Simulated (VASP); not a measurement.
Method: r2SCAN meta-GGA, VASP's PBE PAW potentials (set 64) (plane waves; VASP).

The input files of a VASP run:

File POSCAR:
```
CdS(110) slab
1
    7.2237344652     0.0000000000     0.0000000000
    0.0000000000     6.7732701939     0.0000000000
    0.0000000000     0.0000000000    25.5375241004
Cd S
10 10
Direct
  0.1423072710   0.0173314866   0.3438044263
  0.8576927290   0.5173314866   0.3438044263
  0.6732183538   0.9952766202   0.4171544739
  0.3267816462   0.4952766202   0.4171544739
  0.1615987011   0.0035544580   0.5000000000
  0.8384012989   0.5035544580   0.5000000000
  0.6732183538   0.9952766202   0.5828455261
  0.3267816462   0.4952766202   0.5828455261
  0.1423072710   0.0173314866   0.6561955737
  0.8576927290   0.5173314866   0.6561955737
  0.1635281781   0.3651776183   0.3315584958
  0.8364718219   0.8651776183   0.3315584958
  0.6612560244   0.3744512699   0.4161182626
  0.3387439756   0.8744512699   0.4161182626
  0.1666715729   0.3769715520   0.5000000000
  0.8333284271   0.8769715520   0.5000000000
  0.6612560244   0.3744512699   0.5838817374
  0.3387439756   0.8744512699   0.5838817374
  0.1635281781   0.3651776183   0.6684415042
  0.8364718219   0.8651776183   0.6684415042
```

### INCAR
```
SYSTEM = CdS(110) slab
PREC = Normal; ENCUT = 400; LREAL = Auto
LASPH = .True.
EDIFF = 1E-6; NELM = 100; NELMIN = 4
ALGO = Normal; LMAXMIX = 4; LMIXTAU = .True.
ISMEAR = 0; SIGMA = 0.05
METAGGA = R2SCAN
LWAVE = .False.; LCHARG = .False.; LORBIT = 11
LVHAR = .True.
DIPOL = 0.5 0.5 0.5
LDIPOL = .True.; IDIPOL = 3
```

File KPOINTS:
```
Regular mesh
0
Gamma
 3 3 1
0 0 0
```

POTCAR, in this order: Cd S (PBE.64 set). Program: vasp_std. Read from the step before: WAVECAR.

What VASP printed:

File OSZICAR:
```
       N       E                     dE             d eps       ncg     rms          rms(c)
DAV:   1    -0.293567321295E+03   -0.29357E+03   -0.28668E-05   976   0.212E-02    0.246E-03
DAV:   2    -0.293567323251E+03   -0.19559E-05   -0.15786E-06   640   0.675E-03    0.160E-03
DAV:   3    -0.293567319573E+03    0.36774E-05   -0.76373E-07   576   0.478E-03    0.968E-04
DAV:   4    -0.293567320267E+03   -0.69336E-06   -0.71327E-07   568   0.487E-03
   1 F= -.29356732E+03 E0= -.29356732E+03  d E =-.309496E-14
```

OUTCAR:
```
------------------------ aborting loop because EDIFF is reached ----------------------------------------
  FORCE on cell =-STRESS in cart. coord.  units (eV):
  Direction    XX          YY          ZZ          XY          YZ          ZX
  --------------------------------------------------------------------------------------
  Total       -2.2664178      2.6432274     -7.0923045      0.0000000      0.0000000      0.0000000
  in kB       -2.9061069      3.3892699     -9.0940847      0.0000000      0.0000000      0.0000000
  external PRESSURE =      -2.8703072 kB  Pullay stress =       0.0000000 kB
  volume of cell :     1249.51
      direct lattice vectors                 reciprocal lattice vectors
     7.223734465  0.000000000  0.000000000     0.138432552  0.000000000  0.000000000
     0.000000000  6.773270194  0.000000000     0.000000000  0.147639172  0.000000000
     0.000000000  0.000000000 25.537524100     0.000000000  0.000000000  0.039158064
 POSITION                                       TOTAL-FORCE (eV/Angst)
 -----------------------------------------------------------------------------------
      1.02799      0.11739      8.77991        -0.257537     -0.389393      0.459296
      6.19574      3.50403      8.77991         0.257537     -0.389393      0.459296
      4.86315      6.74128     10.65309         0.146448     -0.067047     -0.524425
      2.36058      3.35464     10.65309        -0.146448     -0.067047     -0.524425
      1.16735      0.02408     12.76876         0.440864     -0.287985      0.000000
      6.05639      3.41071     12.76876        -0.440864     -0.287985      0.000000
      4.86315      6.74128     14.88443         0.146448     -0.067047      0.524425
      2.36058      3.35464     14.88443        -0.146448     -0.067047      0.524425
      1.02799      0.11739     16.75761        -0.257537     -0.389393     -0.459296
      6.19574      3.50403     16.75761         0.257537     -0.389393     -0.459296
      1.18128      2.47345      8.46718         0.485721      0.687046      0.026738
      6.04245      5.86008      8.46718        -0.485721      0.687046      0.026738
      4.77674      2.53626     10.62663         0.115785     -0.079399      0.295037
      2.44700      5.92289     10.62663        -0.115785     -0.079399      0.295037
      1.20399      2.55333     12.76876        -0.015476     -0.014430      0.000000
      6.01974      5.93997     12.76876         0.015476     -0.014430      0.000000
      4.77674      2.53626     14.91089         0.115785     -0.079399     -0.295037
      2.44700      5.92289     14.91089        -0.115785     -0.079399     -0.295037
      1.18128      2.47345     17.07034         0.485721      0.687046     -0.026738
      6.04245      5.86008     17.07034        -0.485721      0.687046     -0.026738
 -----------------------------------------------------------------------------------
    total drift:                                0.000000      0.096800      0.000006
  FREE ENERGIE OF THE ION-ELECTRON SYSTEM (eV)
  ---------------------------------------------------
  free  energy   TOTEN  =      -293.5673202667 eV

  energy  without entropy=     -293.5673202667  energy(sigma->0) =     -293.56732027

 total charge

# of ion       s       p       d       tot
------------------------------------------
    1        0.451   0.304   9.566  10.321
    2        0.451   0.304   9.566  10.321
    3        0.395   0.290   9.578  10.264
    4        0.395   0.290   9.578  10.264
    5        0.394   0.287   9.577  10.259
    6        0.394   0.287   9.577  10.259
    7        0.395   0.290   9.578  10.264
    8        0.395   0.290   9.578  10.264
    9        0.451   0.304   9.566  10.321
   10        0.451   0.304   9.566  10.321
   11        1.320   2.394   0.000   3.714
   12        1.320   2.394   0.000   3.714
   13        1.313   2.408   0.000   3.721
   14        1.313   2.408   0.000   3.721
   15        1.311   2.425   0.000   3.736
   16        1.311   2.425   0.000   3.736
   17        1.313   2.408   0.000   3.721
   18        1.313   2.408   0.000   3.721
   19        1.320   2.394   0.000   3.714
   20        1.320   2.394   0.000   3.714
--------------------------------------------------
tot         17.328  27.007  95.732 140.068
```
(Selected blocks of OUTCAR.)

The run did not end as a converged relaxation.

The cell is a thin slab with vacuum, built from CdS (wurtzite): (110) face.
